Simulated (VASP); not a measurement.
Calculation: PBEsol GGA, VASP's PBE PAW potentials (set 64) (plane waves; VASP).

VASP input:

**INCAR**
```
SYSTEM  =  BP
PREC  =  Accurate; ENCUT  =  520; LREAL  =  .False.
LASPH  =  .True.; ICHARG  =  11
EDIFF  =  1E-7; NELM  =  100; ALGO  =  Normal
ISMEAR  =  0; SIGMA  =  0.05
GGA  =  PS
LWAVE  =  .False.; LCHARG  =  .False.; LORBIT  =  11
```

KPOINTS:
```
k-points along high-symmetry lines
15
Line-mode
Reciprocal
  0.000000   0.000000   0.000000 ! GAMMA
 -0.500000  -0.500000   0.000000 ! X

 -0.500000  -0.500000   0.000000 ! X
 -0.375000  -0.375000   0.250000 ! U

 -0.375000  -0.000000   0.375000 ! K
  0.000000   0.000000   0.000000 ! GAMMA

  0.000000   0.000000   0.000000 ! GAMMA
  0.000000   0.000000   0.500000 ! L

  0.000000   0.000000   0.500000 ! L
 -0.500000  -0.250000   0.250000 ! W

 -0.500000  -0.250000   0.250000 ! W
 -0.500000  -0.500000   0.000000 ! X
```

**POSCAR**
```
BP
1
    0.0000000000     2.2609820989     2.2609820989
    2.2609820989     0.0000000000     2.2609820989
    2.2609820989     2.2609820989     0.0000000000
B P
1 1
Direct
  0.0000000000   0.0000000000   0.0000000000
  0.2500000000   0.2500000000   0.2500000000
```

POTCAR, in this order: B P (PBE.64 set). Program: vasp_std. Read from the step before: CHGCAR.

The run wrote:

OUTCAR:
```
 ion  position               nearest neighbor table
   1  0.000  0.000  0.000-   2 1.96   2 1.96   2 1.96   2 1.96
   2  0.250  0.250  0.250-   1 1.96   1 1.96   1 1.96   1 1.96
  LATTYP: Found a face centered cubic cell.
 ALAT       =     4.5219641978
 Subroutine PRICEL returns:
 Original cell was already a primitive cell.
 Subroutine GETGRP returns: Found 24 space group operations
The static configuration has the point symmetry T_d .
The dynamic configuration has the point symmetry T_d .
 Subroutine INISYM returns: Found 24 space group operations
   k-points           NKPTS =     90   k-points in BZ     NKDIM =     90   number of bands    NBANDS=      8
   number of dos      NEDOS =    301   number of ions     NIONS =      2
   total plane-waves  NPLWV =  13824
   dimension x,y,z NGX =    24 NGY =   24 NGZ =   24
   dimension x,y,z NGXF=    48 NGYF=   48 NGZF=   48
   ions per type =               1   1
   PREC   = accura    normal or accurate (medium, high low for compatibility)
   ISTART =      0    job   : 0-new  1-cont  2-samecut
   ICHARG =     11    charge: 1-file 2-atom 10-const
   ISPIN  =      1    spin polarized calculation?
   LNONCOLLINEAR =      F non collinear calculations
   LSORBIT =      F    spin-orbit coupling
   INIWAV =      1    electr: 0-lowe 1-rand  2-diag
   ENCUT  =  520.0 eV  38.22 Ry    6.18 a.u.   5.95  5.95  5.95*2*pi/ulx,y,z
...
```

OSZICAR:
```
       N       E                     dE             d eps       ncg     rms          rms(c)
DAV:   1     0.115567227502E+02    0.11557E+02   -0.41490E+03  1440   0.893E+02
DAV:   2    -0.113524852203E+02   -0.22909E+02   -0.21466E+02  2240   0.107E+02
DAV:   3    -0.116299183126E+02   -0.27743E+00   -0.27743E+00  1792   0.152E+01
DAV:   4    -0.116305186025E+02   -0.60029E-03   -0.60029E-03  2264   0.694E-01
DAV:   5    -0.116305192439E+02   -0.64141E-06   -0.64141E-06  1840   0.150E-02
DAV:   6    -0.116305192503E+02   -0.64159E-08   -0.64159E-08  2320   0.757E-04
   1 F= -.11630519E+02 E0= -.11630519E+02  d E =-.405197E-13
```

OUTCAR:
```
 val. band max:        7.5313444010   @ k =   0.0000   0.0000   0.0000

 cond. band min:       8.6457285728   @ k =  -0.4286  -0.4286   0.0000



 k-point     1 :       0.0000    0.0000    0.0000
  band No.  band energies     occupation
      1      -8.0618      2.00000
      2       7.5313      2.00000
      3       7.5313      2.00000
      4       7.5313      2.00000
      5      10.9040      0.00000
      6      10.9040      0.00000
      7      10.9040      0.00000
      8      15.0354      0.00000

 k-point     2 :      -0.0357   -0.0357    0.0000
  band No.  band energies     occupation
      1      -8.0308      2.00000
      2       7.3885      2.00000
      3       7.3885      2.00000
      4       7.4234      2.00000
      5      10.8367      0.00000
      6      11.0813      0.00000
      7      11.0813      0.00000
      8      15.1200      0.00000

 k-point     3 :      -0.0714   -0.0714    0.0000
  band No.  band energies     occupation
      1      -7.9376      2.00000
      2       7.0302      2.00000
      3       7.0302      2.00000
      4       7.1149      2.00000
      5      10.6537      0.00000
      6      11.5424      0.00000
      7      11.5424      0.00000
      8      15.3013      0.00000

 k-point     4 :      -0.1071   -0.1071    0.0000
  band No.  band energies     occupation
      1      -7.7827      2.00000
      2       6.5707      2.00000
      3       6.5707      2.00000
      4       6.6430      2.00000
      5      10.3961      0.00000
      6      12.1716      0.00000
      7      12.1716      0.00000
      8      15.3296      0.00000

 k-point     5 :      -0.1429   -0.1429    0.0000
  band No.  band energies     occupation
      1      -7.5666      2.00000
      2       6.0491      2.00000
      3       6.0833      2.00000
      4       6.0833      2.00000
      5      10.1023      0.00000
      6      12.8932      0.00000
      7      12.8932      0.00000
      8      14.8899      0.00000
...
```

The density is held fixed in this step, so its total energy and stress have no physical meaning.

The structure was generated: BP was put into the zinc blende type (F-43m), which need not be its known phase. It was relaxed first, which changed the volume by +8 %.
